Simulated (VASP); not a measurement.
Input:

```yaml
crystal:
  lattice:
    - [2.11650, -3.66588, 0.00000]
    - [2.11650, 3.66588, 0.00000]
    - [0.00000, 0.00000, 6.99720]
  atoms:
    - { symbol: Mg, position: [0.00000, 0.00000, 0.00000] }
    - { symbol: I, position: [0.33333, 0.66667, 0.24200] }
    - { symbol: I, position: [0.66667, 0.33333, 0.75800] }
```

Calculation: PBE GGA, VASP's PBE PAW potentials (set 64) (plane waves; VASP). Run with 400 eV cut-off, 6×6×3 Γ-centred mesh, Fermi-Dirac smearing of 0.50 eV, potentials Mg I.

Q: Give the force on each atom (eV/Å).

A: 
| atom | Fx | Fy | Fz |
|---|---|---|---|
| Mg1 | 0.000 | 0.000 | 0.000 |
| I2 | 0.000 | 0.000 | -0.184 |
| I3 | 0.000 | 0.000 | 0.184 |

Q: Give the stress tensor in GPa (positive for a compressed cell).

A: 
```
-0.37   0.00   0.00
 0.00  -0.37   0.00
 0.00   0.00  -0.09
```
The pressure is its mean diagonal, -0.27 GPa.

The compound is MgI2 in the 1T layered structure. The cell was not relaxed at this level. The run is one of a series of settings (ISMEAR = -1, SIGMA = 0.5 against the base run), some of them coarse on purpose.
